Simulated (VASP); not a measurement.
## TiO2: band structure with r2SCAN

**Measured values to compare with.**

From “Shallow Valence Band of Rutile GeO2 and P-type Doping”, 2020, arxiv:2011.08928, for a bulk crystal of TiO2 at 1.6 K: band gap 3.03 eV (direct).

TiO2:

```
Ti O
1.0
     4.59984    0.00000    0.00000
     0.00000    4.59984    0.00000
     0.00000    0.00000    2.95921
Ti O
2 4
Direct
  0.00000 0.00000 0.50000
  0.50000 0.50000 0.00000
  0.30432 0.30432 0.50000
  0.19568 0.80432 0.00000
  0.80432 0.19568 0.00000
  0.69568 0.69568 0.50000
```

The cell is a database's computed one.

* Program: VASP 6.6.1
* Task: band structure
* Functional: r2SCAN
* Potentials or basis: VASP PAW PBE potentials, release 64 (Ti_sv, O)
* Cutoff: 520 eV
* k mesh: 6 × 6 × 8
* Occupations: gaussian, width 0.02 eV
* Spin: no spin polarisation
* Further INCAR settings: ALGO = Normal; EDIFF = 1e-06

The pressure is 0.3 GPa and the largest force is 0.024 eV/Å. The band gap on the k mesh is 2.21 eV, direct and the band gap along the path is 2.21 eV, direct.

Forces on the atoms (eV/Å):
```
Ti   0.000  0.000  0.000
Ti   0.000  0.000  0.000
O    0.017  0.017  0.000
O   -0.017  0.017  0.000
O    0.017 -0.017  0.000
O   -0.017 -0.017  0.000
```

Stress tensor (GPa, compression positive):
```
0.25 0.00 0.00
0.00 0.25 0.00
0.00 0.00 0.38
```

Levels at the corners of the path, in eV from the valence-band top:
```csv
point,band 21,band 22,band 23,band 24,band 25,band 26,band 27,band 28
Γ,-0.77,-0.50,-0.50,0.00,2.21,2.52,2.76,2.86
X,-1.71,-1.71,-0.77,-0.77,2.89,2.89,3.39,3.39
X,-1.71,-1.71,-0.77,-0.77,2.89,2.89,3.39,3.39
M,-1.39,-1.39,-1.14,-1.14,2.24,2.24,2.88,2.88
M,-1.39,-1.39,-1.14,-1.14,2.24,2.24,2.88,2.88
Γ,-0.77,-0.50,-0.50,0.00,2.21,2.52,2.76,2.86
Γ,-0.77,-0.50,-0.50,0.00,2.21,2.52,2.76,2.86
Z,-2.40,-2.40,-1.48,-1.48,3.32,3.32,3.56,3.56
Z,-2.40,-2.40,-1.48,-1.48,3.32,3.32,3.56,3.56
R,-2.07,-2.07,-1.09,-1.09,2.27,2.27,3.58,3.58
R,-2.07,-2.07,-1.09,-1.09,2.27,2.27,3.58,3.58
A,-1.32,-1.32,-0.72,-0.72,2.95,2.95,3.57,3.60
A,-1.32,-1.32,-0.72,-0.72,2.95,2.95,3.58,3.60
Z,-2.40,-2.40,-1.48,-1.48,3.32,3.32,3.56,3.56
X,-1.71,-1.71,-0.77,-0.77,2.89,2.89,3.39,3.39
R,-2.07,-2.07,-1.09,-1.09,2.27,2.27,3.58,3.58
M,-1.39,-1.39,-1.14,-1.14,2.24,2.24,2.88,2.88
A,-1.32,-1.32,-0.72,-0.72,2.95,2.95,3.57,3.60
```

Wall time 4.3 min on 1 thread of Intel(R) Xeon(R) 6975P-C (Granite Rapids), on a shared host, peak memory 0.25 GiB.

A measured gap of TiO2 is 3.03 eV (direct; 1.6 K; quoted in “Shallow Valence Band of Rutile GeO2 and P-type Doping”, 2020, arxiv:2011.08928); the calculated 2.21 eV misses it by -0.82 eV. 2 values of this kind are on record in papers (3.03 to 3.05 eV); this one was drawn at random among those near their median. The value is that of r2SCAN, without temperature or zero-point motion. The cell is a database's relaxed one, not the measured one, which moves gaps too.

Caveat: the PAW data sets were made with another functional, which shifts forces and pressure a little.
